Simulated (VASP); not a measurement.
An input for Ansatz (written as the equivalent of a VASP run, and not itself run):

Ansatz 0.2 input:
```yaml
crystal:
  lattice:
    - [0.0000000, 2.3233710, 2.3506730]
    - [2.3453890, 0.0000000, 2.3506730]
    - [2.3453890, 2.3233710, 0.0000000]
  atoms:
    - { symbol: Li, position: [0.2500000, 0.2500000, 0.2500000] }
    - { symbol: Li, position: [0.7500000, 0.7500000, 0.7500000] }
    - { symbol: O, position: [-0.0073980, 0.0073980, 0.0073980] }
kpoints:
  mp_grid: { grid: [7, 7, 7] }
hamiltonian:
  xc: pbe
  pseudopotentials: { kind: paw }
scf:
  occupations: { method: gaussian, width: 0.05 }
  max_iter: 100
output: { forces: true, stress: true, eigenvalues: true }
```

Translate this input to VASP (INCAR, KPOINTS, POSCAR, choice of POTCAR).

This is not unique; one that fits is 
File KPOINTS:
```
Automatic
0
G
7 7 7
```

**INCAR**
```
# general
SYSTEM=Li2O
PREC  =Accurate
ENCUT =520   # plane-wave cut-off (eV)
LREAL =F   # projection in real space or not
LASPH =T   # aspherical one-centre terms

# electronic loop
EDIFF =1E-6   # SCF stop (eV)
NELM  =100
ALGO  =Normal   # blocked Davidson
IMIX  =4
AMIX  =0.1
BMIX  =1.0

# smearing
ISMEAR=0
SIGMA =0.05   # width (eV)

# functional
GGA   =PE

# ions
ISIF  =2

# output
LWAVE =F
LCHARG=F
```

**POSCAR**
```
Li2O
1
    0.0000000000     2.3233710000     2.3506730000
    2.3453890000     0.0000000000     2.3506730000
    2.3453890000     2.3233710000     0.0000000000
Li O
2 1
Direct
  0.2500000000   0.2500000000   0.2500000000
  0.7500000000   0.7500000000   0.7500000000
 -0.0073980000   0.0073980000   0.0073980000
```

POTCAR, in this order: Li_sv O (PBE.64 set). Program: vasp_std.

What does not carry over: each code has its own PAW files, so the cut-off isn't converted (ENCUT is set for VASP's; basis.ecutwfc is left out, and Ansatz then takes the one that its files recommend); Ansatz stops its SCF on the density residual and VASP on the energy change (EDIFF).

The compound is Li2O in the antifluorite structure. The cell was not relaxed at this level, atoms are displaced from their ideal sites. The run is one of a series of settings (AMIX = 0.1, BMIX = 1.0, IMIX = 4 against the base run), some of them coarse on purpose.
